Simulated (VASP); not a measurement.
# CaH12Cl2O6 in VASP: a series of runs

The runs below take CaH12Cl2O6 through single point, molecular dynamics, with LDA.

Everything below comes from runs of VASP 6.6.1. Logs are shortened: lines on timing, memory, paths and dates and some standing lists are left out, and cuts for length are marked.

### 1 The crystal as given

The cell holds a amorphous, 21 atoms: a = 6.838 Å, b = 6.838 Å, c = 6.838 Å, α = 90.00°, β = 90.00°, γ = 90.00°.

The cell was built by a generator and needn't be a form met in nature.

### 2 Single point, LDA

The input, INCAR:

```
SYSTEM = CaH12Cl2O6
PREC = Accurate ; ENCUT = 520
EDIFF = 1E-7 ; ISMEAR = -1
SIGMA = 0.02 ; LREAL = Auto
LASPH = .True. ; NELM = 100
ALGO = Normal ; ISIF = 2
LWAVE = .False. ; LCHARG = .False.
GGA = CA ; NBANDS = 52
```

The input, KPOINTS:

```
Automatic mesh
0
Gamma
  1 1 1
  0 0 0
```

The input, POSCAR:

```
CaH12Cl2O6
1.0
    6.8384790000      0.0000000000      0.0000000000
    0.0000000000      6.8384790000      0.0000000000
    0.0000000000      0.0000000000      6.8384790000
O H Ca Cl
6 12 1 2
Direct
   -0.0213790230      0.8715242088      0.5813719688
    0.5334227099      0.8120226735      0.7971948148
    0.1677858483      0.2978440089      1.0100052950
    0.6567542285      0.4352722294      0.8464162864
    0.3661925408      0.5454721730      0.3035762777
    0.9351348450      0.8640517870      0.0473935798
    0.0722236626      0.9638254355      0.5244148589
    0.0035241755      0.7482804290      0.5098648398
    0.4787175628      0.9316837852      0.7317562867
    0.6191435259      0.7441128356      0.7135358608
    0.0850481518      0.3050093449      1.1224572014
    0.0977849022      0.2632310489      0.8904465452
    0.5568782181      0.3555907681      0.7567033546
    0.7819575084      0.4105298854      0.7884355571
    0.2250939134      0.5114880078      0.2890262586
    0.4107784787      0.4572215547      0.4084534002
    0.9619390511      0.9121034078     -0.0842000100
    1.0203438513      0.7445807759      0.0640347071
    0.5966677678      0.6505393963      0.0770931665
    0.9071607882      0.4754419806      0.3377944131
    0.4066986241      0.1935518117      0.5985541522
```

Potentials or basis: VASP PAW LDA potentials, release 64 (O, H, Ca_sv, Cl).

Started as:

```
$ cat potpaw_LDA.64/O/POTCAR potpaw_LDA.64/H/POTCAR potpaw_LDA.64/Ca_sv/POTCAR potpaw_LDA.64/Cl/POTCAR > POTCAR
$ mpirun -np 1 vasp_gam > vasp.out
```

OUTCAR:

```text
SYSTEM = CaH12Cl2O6
   PREC = Accurate
   ENCUT = 520
   EDIFF = 1E-7
   ISMEAR = -1
   LREAL = Auto
   LASPH = .True.
   NELM = 100
   ISIF = 2
   GGA = CA

 ion  position               nearest neighbor table
   1  0.979  0.872  0.581-   7 0.98   8 0.99
   2  0.533  0.812  0.797-  10 0.94   9 1.00  19 2.25
   3  0.168  0.298  0.010-  11 0.96  12 0.98
   4  0.657  0.435  0.846-  14 0.96  13 1.07  19 2.20
   5  0.366  0.545  0.304-  16 0.99  15 1.00  19 2.32
   6  0.935  0.864  0.047-  17 0.98  18 1.01
   7  0.072  0.964  0.524-   1 0.98
   8  0.004  0.748  0.510-   1 0.99
   9  0.479  0.932  0.732-   2 1.00
  10  0.619  0.744  0.714-   2 0.94
  11  0.085  0.305  0.122-   3 0.96
  12  0.098  0.263  0.890-   3 0.98
  13  0.557  0.356  0.757-   4 1.07
  14  0.782  0.411  0.788-   4 0.96
  15  0.225  0.511  0.289-   5 1.00
  16  0.411  0.457  0.408-   5 0.99
  17  0.962  0.912  0.916-   6 0.98
  18  0.020  0.745  0.064-   6 1.01
  19  0.597  0.651  0.077-   4 2.20   2 2.25   5 2.32
  20  0.907  0.475  0.338-
  21  0.407  0.194  0.599-

  LATTYP: Found a simple cubic cell.
 ALAT       =     6.8384790000

  Lattice vectors:

 A1 = (   6.8384790000,   0.0000000000,   0.0000000000)
 A2 = (   0.0000000000,   6.8384790000,   0.0000000000)
 A3 = (   0.0000000000,   0.0000000000,   6.8384790000)

Analysis of symmetry for initial positions (statically):
=====================================================================
 Subroutine PRICEL returns:
 Original cell was already a primitive cell.

 Routine SETGRP: Setting up the symmetry group for a
 simple cubic supercell.

 Subroutine GETGRP returns: Found  1 space group operations
 (whereof  1 operations were pure point group operations)
 out of a pool of 48 trial point group operations.

The static configuration has the point symmetry C_1 .

Analysis of symmetry for dynamics (positions and initial velocities):
=====================================================================
 Subroutine PRICEL returns:
 Original cell was already a primitive cell.

 Routine SETGRP: Setting up the symmetry group for a
 simple cubic supercell.

 Subroutine GETGRP returns: Found  1 space group operations
 (whereof  1 operations were pure point group operations)
 out of a pool of 48 trial point group operations.

The dynamic configuration has the point symmetry C_1 .

 Subroutine INISYM returns: Found  1 space group operations
 (whereof  1 operations are pure point group operations),
 and found     1 'primitive' translations

----------------------------------------------------------------------------------------

                                     Primitive cell

  volume of cell :     319.8001

  direct lattice vectors                    reciprocal lattice vectors
     6.838479000  0.000000000  0.000000000     0.146231348  0.000000000  0.000000000
     0.000000000  6.838479000  0.000000000     0.000000000  0.146231348  0.000000000
     0.000000000  0.000000000  6.838479000     0.000000000  0.000000000  0.146231348

  length of vectors
     6.838479000  6.838479000  6.838479000     0.146231348  0.146231348  0.146231348

  position of ions in fractional coordinates (direct lattice)
     0.978620977  0.871524209  0.581371969
     0.533422710  0.812022674  0.797194815
     0.167785848  0.297844009  0.010005295
     0.656754228  0.435272229  0.846416286
     0.366192541  0.545472173  0.303576278
     0.935134845  0.864051787  0.047393580
[... 13 lines left out ...]
     0.907160788  0.475441981  0.337794413
     0.406698624  0.193551812  0.598554152

  ion indices of the primitive-cell ions
   primitive index   ion index
                 1           1
                 2           2
                 3           3
                 4           4
                 5           5
                 6           6
[... 13 lines left out ...]
                20          20
                21          21

----------------------------------------------------------------------------------------

 KPOINTS: Automatic mesh

Automatic generation of k-mesh.
 Grid dimensions read from file:
 generate k-points for:    1    1    1

 Generating k-lattice:

  Cartesian coordinates                     Fractional coordinates (reciprocal lattice)
     0.146231348  0.000000000  0.000000000     1.000000000  0.000000000  0.000000000
     0.000000000  0.146231348  0.000000000     0.000000000  1.000000000  0.000000000
     0.000000000  0.000000000  0.146231348     0.000000000  0.000000000  1.000000000

  Length of vectors
     0.146231348  0.146231348  0.146231348

  Shift w.r.t. Gamma in fractional coordinates (k-lattice)
     0.000000000  0.000000000  0.000000000

 Subroutine IBZKPT returns following result:
 ===========================================

 Found      1 irreducible k-points:

 Following reciprocal coordinates:
            Coordinates               Weight
  0.000000  0.000000  0.000000      1.000000
   k-points           NKPTS =      1   k-points in BZ     NKDIM =      1   number of bands    NBANDS=     52
   number of dos      NEDOS =    301   number of ions     NIONS =     21
   total plane-waves  NPLWV = 157464
   dimension x,y,z NGX =    54 NGY =   54 NGZ =   54
   dimension x,y,z NGXF=   108 NGYF=  108 NGZF=  108
   ions per type =               6  12   1   2
   NGX,Y,Z   is equivalent  to a cutoff of  13.13, 13.13, 13.13 a.u.
   NGXF,Y,Z  is equivalent  to a cutoff of  26.26, 26.26, 26.26 a.u.
 SYSTEM =  CaH12Cl2O6
   PREC   = accura    normal or accurate (medium, high low for compatibility)
   ISTART =      0    job   : 0-new  1-cont  2-samecut
   ICHARG =      2    charge: 1-file 2-atom 10-const
   ISPIN  =      1    spin polarized calculation?
   LNONCOLLINEAR =      F non collinear calculations
   LSORBIT =      F    spin-orbit coupling
   LASPH  =      T    aspherical Exc in radial PAW
   ENCUT  =  520.0 eV  38.22 Ry    6.18 a.u.  12.72 12.72 12.72*2*pi/ulx,y,z
   NELM   =    100;   NELMIN=  2; NELMDL= -5     # of ELM steps
   EDIFF  = 0.1E-06   stopping-criterion for ELM
   LREAL  =      T    real-space projection
   EDIFFG = 0.1E-05   stopping-criterion for IOM
   NSW    =      0    number of steps for IOM
   IBRION =     -1    ionic relax: 0-MD 1-quasi-New 2-CG
   NFREE  =      0    steps in history (QN), initial steepest desc. (CG)
   ISIF   =      2    stress and relaxation
   ISYM   =      2    0-nonsym 1-usesym 2-fastsym
   POTIM  = 0.5000    time-step for ionic-motion
   TEBEG  =    0.0;   TEEND  =   0.0 temperature during run
   PSTRESS=    0.0 pullay stress
   NELECT =      72.0000    total number of electrons
   NUPDOWN=      -1.0000    fix difference up-down
   EMIN   =  10.00;   EMAX   =-10.00  energy-range for DOS
   EFERMI =   0.00;   METHOD = LEGACY
   ISMEAR =    -1;   SIGMA  =   0.02  broadening in eV -4-tet -1-fermi 0-gaus
   EFERMI_NEDOS =   21; number of points for ismear=-14 and -15
   IALGO  =     38    algorithm
   IMIX   =      4    mixing-type and parameters
     AMIX     =   0.40;   BMIX     =  1.00
     AMIX_MAG =   1.60;   BMIX_MAG =  1.00
  volume/ion in A,a.u.               =      15.23       102.77
  Fermi-wavevector in a.u.,A,eV,Ry     =   0.995924  1.882023 13.495134  0.991864
  Thomas-Fermi vector in A             =   2.127977
   LORBIT       =      0    0 simple, 1 ext, 2 COOP (PROOUT), +10 PAW based schemes
   GGA     = CA    functional components
   LHFCALC =     F    Hartree Fock is set to
   AEXX    =    0.0000 exact exchange contribution
   IVDW    =     0    specifies the selected vdW correction
   LEPSILON=     F    determine dielectric tensor
   LRPA    =     F    only Hartree local field effects (RPA)
 non-spin polarized calculation
  energy-cutoff  :      520.00
  volume of cell :      319.80
 maximum number of plane-waves:      4301
 NGX is ok and might be reduce to    50
   NGX = 25   NGY = 25   NGZ = 25

 number of electron      72.0000009 magnetization

 Free energy of the ion-electron system (eV)
  ---------------------------------------------------
  ext. energy  EPLUGINS =         0.00000000
  ---------------------------------------------------
  free energy    TOTEN  =      -105.22959134 eV

  energy without entropy =     -105.22959134  energy(sigma->0) =     -105.22959134

 E-fermi :  -2.7428     XC(G=0):  -6.9411

 val. band max:       -3.2307548964   @ k =   0.0000   0.0000   0.0000
 cond. band min:       0.5847253675   @ k =   0.0000   0.0000   0.0000
 fundamental gap:      3.8154802639
 Fermi energy:        -2.7428008796

 k-point     1 :       0.0000    0.0000    0.0000
  band No.  band energies     occupation
      1     -41.6761      2.00000
      2     -23.5058      2.00000
      3     -23.2539      2.00000
      4     -23.1038      2.00000
      5     -22.2045      2.00000
      6     -21.9876      2.00000
[... 40 lines left out ...]
     47       4.8682      0.00000
     48       4.9180      0.00000
 [bands above 48 left out]

------------------------ aborting loop because EDIFF is reached ----------------------------------------

  FORCE on cell =-STRESS in cart. coord.  units (eV):
  Direction    XX          YY          ZZ          XY          YZ          ZX
  --------------------------------------------------------------------------------------
  -------------------------------------------------------------------------------------
  Total       -3.1522175     -4.3483822     -1.9351308     -1.9779207      1.5399371     -2.0701198
  in kB      -15.7924024    -21.7851090     -9.6948780     -9.9092528      7.7149837    -10.3711640
  external PRESSURE =     -15.7574631 kB  Pullay stress =       0.0000000 kB

 VOLUME and BASIS-vectors are now :
 -----------------------------------------------------------------------------
  energy-cutoff  :      520.00
  volume of cell :      319.80
      direct lattice vectors                 reciprocal lattice vectors
     6.838479000  0.000000000  0.000000000     0.146231348  0.000000000  0.000000000
     0.000000000  6.838479000  0.000000000     0.000000000  0.146231348  0.000000000
     0.000000000  0.000000000  6.838479000     0.000000000  0.000000000  0.146231348

 POSITION                                       TOTAL-FORCE (eV/Angst)
 -----------------------------------------------------------------------------------
      6.69228      5.95990      3.97570         0.214742     -0.094292      0.188876
      3.64780      5.55300      5.45160        -1.404565      0.868747      1.597573
      1.14740      2.03680      0.06842         1.434226      0.162264     -1.289030
      4.49120      2.97660      5.78820        -1.192377     -0.225123     -0.321928
      2.50420      3.73020      2.07600        -0.092899      0.499493     -0.549300
      6.39490      5.90880      0.32410        -0.010196     -1.627194      0.422157
[... 13 lines left out ...]
      6.20360      3.25130      2.31000        -0.099182      0.408988     -0.318731
      2.78120      1.32360      4.09320        -0.066060      0.076718      0.048080
 -----------------------------------------------------------------------------------
    total drift:                                0.003243      0.001767      0.005291

  FREE ENERGIE OF THE ION-ELECTRON SYSTEM (eV)
  ---------------------------------------------------
  free  energy   TOTEN  =      -105.2295913430 eV

  energy  without entropy=     -105.2295913430  energy(sigma->0) =     -105.22959134
```

It took 46 s on 1 thread of Intel Xeon Platinum 8559C (Emerald Rapids), shared host; peak memory 0.29 GiB.

Results:

| Property | Result |
| --- | --- |
| Free energy | -105.2296 eV |
| Pressure | -1.6 GPa |
| Largest force | 2.298 eV/Å |
| Band gap on the k mesh | 3.82 eV, direct |

Forces in eV/Å, atoms in the order of the input:
```
O    0.215 -0.094  0.189
O   -1.405  0.869  1.598
O    1.434  0.162 -1.289
O   -1.192 -0.225 -0.322
O   -0.093  0.499 -0.549
O   -0.010 -1.627  0.422
H    0.007  0.173  0.125
H   -0.276 -0.099  0.018
H    0.197  0.217 -0.108
H    1.178 -0.754 -1.549
H   -1.380 -0.051  0.866
H    0.025 -0.063  0.287
H    0.352  0.150  0.501
H    0.944 -0.203 -0.457
H    0.175  0.202  0.028
H    0.097 -0.543  0.364
H    0.060 -0.030 -0.596
H   -0.693  1.004  0.002
Ca   0.531 -0.074  0.741
Cl  -0.099  0.409 -0.319
Cl  -0.066  0.077  0.048
```

Stress tensor (GPa, compression positive):
```
-1.58 -0.99 -1.04
-0.99 -2.18  0.77
-1.04  0.77 -0.97
```

Levels at points of the mesh, in eV from the valence-band top:
| k point | band 32 | band 33 | band 34 | band 35 | band 36 | band 37 | band 38 | band 39 | band 40 | band 41 |
| --- | --- | --- | --- | --- | --- | --- | --- | --- | --- | --- |
| (0.00, 0.00, 0.00) | -0.49 | -0.33 | -0.30 | -0.25 | 0.00 | 3.82 | 5.75 | 5.97 | 6.16 | 6.30 |

### 3 Single point, LDA

The input, INCAR:

```
PREC = Accurate ; ENCUT = 520
EDIFF = 1E-6 ; ISMEAR = -1
SIGMA = 0.02 ; LREAL = Auto
LASPH = True ; NELM = 80
ALGO = Normal ; ISIF = 2
LWAVE = False ; LCHARG = False
NBANDS = 52
```

The input, KPOINTS:

```
Automatic mesh
0
Gamma
  1 1 1
```

The input, POSCAR:

```
CaH12Cl2O6
1.0
    6.8384790000      0.0000000000      0.0000000000
    0.0000000000      6.8384790000      0.0000000000
    0.0000000000      0.0000000000      6.8384790000
O H Ca Cl
6 12 1 2
Direct
   -0.0148571049      0.8931518251      0.6447925043
    0.5320773815      0.8253735955      0.7910238519
    0.1599039786      0.2743738776      1.0371750794
    0.6515483926      0.4260011620      0.8675320930
    0.3619372086      0.5508973560      0.3106538749
    0.8667278206      0.8271283717     -0.0090663436
    0.1073630554      0.9741493686      0.6319095226
   -0.0051327203      0.7660475378      0.5728466813
    0.5189165602      0.9470819461      0.7118834466
    0.6055878800      0.7371814697      0.7060488158
    0.0630257108      0.2162907863      1.1304414330
    0.2284718576      0.1618049862      0.9920188393
    0.5729782895      0.3323546069      0.7870609824
    0.7941824491      0.3766042127      0.8643881191
    0.2194055140      0.5301178815      0.2981657178
    0.4221114081      0.4488278753      0.4046660083
    0.9064442546      0.8520461933     -0.1597138779
    0.9721606223      0.7575661196      0.0568547480
    0.6017419956      0.6615213705      0.1079333577
    0.9260392552      0.5048637277      0.3294592262
    0.3944444371      0.1885653228      0.6038038576
```

Potentials or basis: VASP PAW LDA potentials, release 64 (O, H, Ca_sv, Cl).

Started as:

```
$ cat potpaw_LDA.64/O/POTCAR potpaw_LDA.64/H/POTCAR potpaw_LDA.64/Ca_sv/POTCAR potpaw_LDA.64/Cl/POTCAR > POTCAR
$ mpirun -np 1 vasp_gam > vasp.out
```

Run time: 40 s. Hardware: 1 thread of Intel Xeon Platinum 8559C (Emerald Rapids), shared host; peak memory 0.28 GiB.

It converged, with:

| Quantity | Value |
| --- | --- |
| Free energy | -105.6481 eV |
| Pressure | -2.5 GPa |
| Largest force | 2.336 eV/Å |
| Band gap on the k mesh | 3.88 eV, direct |

Forces in eV/Å, atoms in the order of the input:
```
O    0.216 -0.251 -0.124
O    0.043 -0.599  0.254
O   -1.484  0.239  1.042
O    2.284 -0.164  0.459
O    1.864 -0.246  0.581
O   -0.077  0.033 -0.644
H   -0.423 -0.487 -0.075
H    0.264  0.576 -0.083
H   -0.418  0.524  0.131
H    0.002 -0.328  0.123
H    0.507  0.760 -0.404
H    0.845 -0.888 -0.869
H   -0.412 -0.188 -0.308
H   -1.830  0.588  0.021
H   -0.298 -0.392  0.184
H   -1.317  0.578 -0.705
H    0.112  0.069  1.066
H    0.377 -0.165  0.131
Ca   0.335 -0.289 -0.668
Cl  -0.602  0.617 -0.096
Cl   0.012  0.012 -0.016
```

Stress tensor (GPa, compression positive):
```
-2.16 -0.51  0.00
-0.51 -2.36  1.21
 0.00  1.21 -2.96
```

Levels at points of the mesh, in eV from the valence-band top:
| k point | band 32 | band 33 | band 34 | band 35 | band 36 | band 37 | band 38 | band 39 | band 40 | band 41 |
| --- | --- | --- | --- | --- | --- | --- | --- | --- | --- | --- |
| (0.00, 0.00, 0.00) | -0.43 | -0.33 | -0.31 | -0.25 | 0.00 | 3.88 | 5.96 | 6.10 | 6.48 | 6.51 |

A hybrid or GW would open this gap; LDA tends to underestimate it.

[end of part 1 of 2]
